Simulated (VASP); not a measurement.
Given:

```
CELL_PARAMETERS angstrom
      7.14656     0.00000     0.00000
      0.00000     7.14656     0.00000
      0.00000     0.00000     7.14656
ATOMIC_POSITIONS crystal
  C  0.49858 0.99970 0.99960
  C  0.62178 0.12825 0.12983
  C  0.74733 0.25224 0.00295
  C  0.87131 0.37784 0.12985
  C  0.74765 0.00223 0.25252
  C  0.87268 0.12691 0.37832
  C  0.99867 0.00092 0.00129
  C  0.12202 0.12607 0.12734
  C  0.24651 0.24877 0.99947
  C  0.37210 0.37485 0.12545
  C  0.49946 0.50012 0.00020
  C  0.62471 0.62751 0.12543
  C  0.75082 0.75306 0.99946
  C  0.87351 0.87755 0.12733
  C  0.24665 0.99885 0.24947
  C  0.37055 0.12291 0.37643
  C  0.48582 0.24170 0.24403
  C  0.75788 0.51379 0.24407
  C  0.87670 0.62906 0.37646
  C  0.49902 0.99949 0.50085
  C  0.62395 0.12291 0.62868
  C  0.75957 0.24002 0.51481
  C  0.87667 0.37565 0.62866
  C  0.75048 0.99904 0.75328
  C  0.87324 0.12634 0.87898
  C  0.99987 0.50102 0.99963
  C  0.12264 0.62689 0.12420
  C  0.24994 0.74965 0.99844
  C  0.37269 0.87697 0.12418
  C  0.99733 0.25195 0.25253
  C  0.12300 0.37546 0.37664
  C  0.24646 0.50037 0.24881
  C  0.36365 0.63597 0.36258
  C  0.49922 0.75317 0.24877
  C  0.62415 0.87659 0.37661
  C  0.00008 0.99949 0.50081
  C  0.12244 0.12306 0.62799
  C  0.24641 0.24695 0.50103
  C  0.36529 0.36219 0.63336
  C  0.63741 0.63431 0.63333
  C  0.75266 0.75320 0.50102
  C  0.87652 0.87716 0.62801
  C  0.24967 0.99844 0.75011
  C  0.37236 0.12298 0.87795
  C  0.49842 0.24854 0.75206
  C  0.62366 0.37591 0.87729
  C  0.75104 0.50115 0.75206
  C  0.87663 0.62722 0.87796
  C  0.00076 0.75295 0.24945
  C  0.12310 0.87648 0.37672
  C  0.00012 0.50059 0.50087
  C  0.12582 0.62404 0.62493
  C  0.25051 0.74908 0.49909
  C  0.37556 0.87377 0.62491
  C  0.00055 0.24910 0.75327
  C  0.12331 0.37502 0.87783
  C  0.25187 0.49814 0.74760
  C  0.37586 0.62372 0.87448
  C  0.50145 0.74772 0.74757
  C  0.62457 0.87624 0.87779
  C  0.00117 0.74992 0.75011
  C  0.12449 0.87510 0.87618
  Al 0.56154 0.43807 0.43875
```
Cell charge +1.

All values below come from PBE GGA, VASP's PBE PAW potentials (set 64) (plane waves; VASP). Run with PREC = Normal, LREAL = Auto, ISYM = 0, NELECT = 250.0, 400 eV cut-off, 1×1×1 Γ-centred mesh, Gaussian smearing of 0.050 eV, potentials C Al. Starting moments (MAGMOM): 63*0.0317. The cell's moment is fixed (NUPDOWN = 2).

At this cut-off the stress carries a Pulay error, which pulls relaxed volumes low. The cell is charged, with a uniform compensating background.  The supercell is sampled at Γ alone, which is coarse: total energies, pressure and levels can be off, energies of defects by several tenths of an eV.

What does the run give for the cell moment, energy per atom (σ→0), pressure?

```
Quantity                        Value
---------------------  --------------
cell moment                   2.00 μB
energy per atom (σ→0)  -8.994 eV/atom
pressure                    -2.74 GPa
```

Give the moment on each site (PAW-sphere projection).

```tsv
site	moment (μB)
C1	0.02
C2	0.00
C3	0.00
C4	0.00
C5	0.01
C6	0.00
C7	0.00
C8	0.00
C9	0.01
C10	0.02
C11	0.00
C12	0.02
C13	0.01
C14	0.00
C15	0.00
C16	0.00
C17	0.06
C18	0.06
C19	0.00
C20	0.00
C21	0.01
C22	0.27
C23	0.01
C24	0.03
C25	0.00
C26	0.02
C27	0.03
C28	0.00
C29	0.03
C30	0.01
C31	0.00
C32	0.01
C33	0.27
C34	0.01
C35	0.00
C36	0.02
C37	0.00
C38	0.00
C39	0.06
C40	0.06
C41	0.00
C42	0.00
C43	0.00
C44	0.01
C45	0.02
C46	0.00
C47	0.02
C48	0.01
C49	0.00
C50	0.02
C51	0.00
C52	0.01
C53	0.00
C54	0.01
C55	0.03
C56	0.02
C57	0.00
C58	0.00
C59	0.00
C60	0.02
C61	0.00
C62	0.00
Al63	0.05
```

The absolute energy has meaning only against runs of the same code, potentials and settings.

The cell is a supercell with a defect, built from C (diamond): Al_C-vac_C, charge +1.
